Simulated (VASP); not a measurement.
Given:

```yaml
crystal:
  lattice:
    - [4.37885, 0.00000, 0.00000]
    - [-2.18942, 3.79219, 0.00000]
    - [0.00000, 0.00000, 7.47990]
  atoms:
    - { symbol: Dy, position: [0.00000, 0.00000, 0.00000] }
    - { symbol: Dy, position: [0.00000, 0.00000, 0.50000] }
    - { symbol: Bi, position: [0.32762, 0.66667, 0.25000] }
    - { symbol: Bi, position: [0.66667, 0.33333, 0.75000] }
```

Calculation: PBEsol GGA, VASP's PBE PAW potentials (set 64) (plane waves; VASP). Run with 480 eV cut-off, 8×8×4 Γ-centred mesh, first-order Methfessel-Paxton smearing of 0.10 eV, potentials Dy_3 Bi_d.

The 4f electrons are frozen in the core of the lanthanide potential, so 4f levels, which can set the real gap, and their magnetism are missing.

### Question
Which forces act on the atoms, in eV/Å?

### Answer

```csv
atom,Fx,Fy,Fz
Dy1,-0.044,0.001,-0.002
Dy2,-0.044,0.001,0.002
Bi3,0.101,-0.002,0.000
Bi4,-0.014,0.000,0.000
```

### Question
Give the stress tensor in GPa (positive for a compressed cell).

### Answer

```
-0.01  -0.15   0.00
-0.15  -0.01   0.00
 0.00   0.00   0.10
```
The pressure is its mean diagonal, 0.03 GPa.

The structure was generated: DyBi was put into the NiAs type (P6_3/mmc), which need not be its known phase. This cell was strained or had an atom moved on purpose.
